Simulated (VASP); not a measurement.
Output of a VASP run:

File OSZICAR:
```
       N       E                     dE             d eps       ncg     rms          rms(c)
DAV:   1     0.117243482289E+03    0.11724E+03   -0.11624E+04  2616   0.260E+03
DAV:   2     0.311847029837E+01   -0.11413E+03   -0.11109E+03  2527   0.335E+02
DAV:   3    -0.259573551343E+00   -0.33780E+01   -0.33579E+01  3052   0.773E+01
DAV:   4    -0.283604045512E+00   -0.24030E-01   -0.24028E-01  3010   0.575E+00
DAV:   5    -0.283911598475E+00   -0.30755E-03   -0.30755E-03  3223   0.678E-01    0.100E+01
DAV:   6     0.216840826397E-02    0.28608E+00   -0.16355E+01  2765   0.111E+02    0.567E+00
DAV:   7     0.836770752011E+00    0.83460E+00   -0.36968E+00  2729   0.105E+02    0.253E+00
DAV:   8     0.837870474922E+00    0.10997E-02   -0.16173E-01  3194   0.544E+00    0.138E+00
DAV:   9     0.847856052669E+00    0.99856E-02   -0.16707E-02  3174   0.344E+00    0.752E-02
DAV:  10     0.847839640942E+00   -0.16412E-04   -0.61875E-04  3846   0.341E-01    0.359E-02
DAV:  11     0.847836189821E+00   -0.34511E-05   -0.29481E-05  3350   0.188E-01    0.892E-03
DAV:  12     0.847836883103E+00    0.69328E-06   -0.46848E-06  3516   0.597E-02    0.293E-03
DAV:  13     0.847837212262E+00    0.32916E-06   -0.53774E-07  2971   0.203E-02    0.994E-04
DAV:  14     0.847837170526E+00   -0.41736E-07   -0.28861E-08  1687   0.530E-03
   1 F= 0.84783717E+00 E0= 0.84784427E+00  d E =-.212841E-04
```

**OUTCAR**
```
------------------------ aborting loop because EDIFF is reached ----------------------------------------
  FORCE on cell =-STRESS in cart. coord.  units (eV):
  Direction    XX          YY          ZZ          XY          YZ          ZX
  --------------------------------------------------------------------------------------
  Total        1.3841471      1.3841471      1.3841471     -0.0000000      0.0000000     -0.0000000
  in kB       92.9122984     92.9122984     92.9122984     -0.0000000      0.0000000     -0.0000000
  external PRESSURE =      92.9122984 kB  Pullay stress =       0.0000000 kB
  volume of cell :       23.87
      direct lattice vectors                 reciprocal lattice vectors
     2.879209085  0.000000000  0.000000000     0.347317604  0.000000000  0.000000000
     0.000000000  2.879209085  0.000000000     0.000000000  0.347317604  0.000000000
     0.000000000  0.000000000  2.879209085     0.000000000  0.000000000  0.347317604
 POSITION                                       TOTAL-FORCE (eV/Angst)
 -----------------------------------------------------------------------------------
      1.43960      1.43960      1.43960         0.000000      0.000000      0.000000
      0.00000      0.00000      0.00000         0.000000      0.000000      0.000000
 -----------------------------------------------------------------------------------
    total drift:                                0.000000      0.000000     -0.000000
  FREE ENERGIE OF THE ION-ELECTRON SYSTEM (eV)
  ---------------------------------------------------
  free  energy   TOTEN  =         0.8478371705 eV

  energy  without entropy=        0.8478584546  energy(sigma->0) =        0.84784427
```
(Selected blocks of OUTCAR.)

File POSCAR:
```
CuZn
1
    2.8792090850     0.0000000000     0.0000000000
    0.0000000000     2.8792090850     0.0000000000
    0.0000000000     0.0000000000     2.8792090850
Zn Cu
1 1
Direct
  0.5000000000   0.5000000000   0.5000000000
  0.0000000000   0.0000000000   0.0000000000
```

**Question.** Reconstruct the remaining input files.

**Answer.** Several could match; the one computed here: the input of the run itself, optB86b-vdW, plane waves, VASP's PBE PAW potentials (set 64).

### KPOINTS
```
Regular mesh
0
gamma
12 12 12
```

INCAR:
```
SYSTEM = CuZn
PREC = Accurate
ENCUT = 520
EDIFF = 1E-7
NELM = 100
ALGO = Normal
LREAL = .FALSE.
LASPH = .TRUE.
ISMEAR = 1
SIGMA = 0.1
GGA = MK
PARAM1 = 0.1234
PARAM2 = 1.0
LUSE_VDW = .TRUE.
AGGAC = 0.0
LMAXMIX = 4
LWAVE = .FALSE.
LCHARG = .FALSE.
ISIF = 2
```

POTCAR, in this order: Zn Cu (PBE.64 set). Program: vasp_std.

The compound is CuZn in the CsCl type structure. This cell is one point of a volume scan, at 0.94 of the reference volume. The electron count is odd and the run is not spin-polarised, which forces a metal.
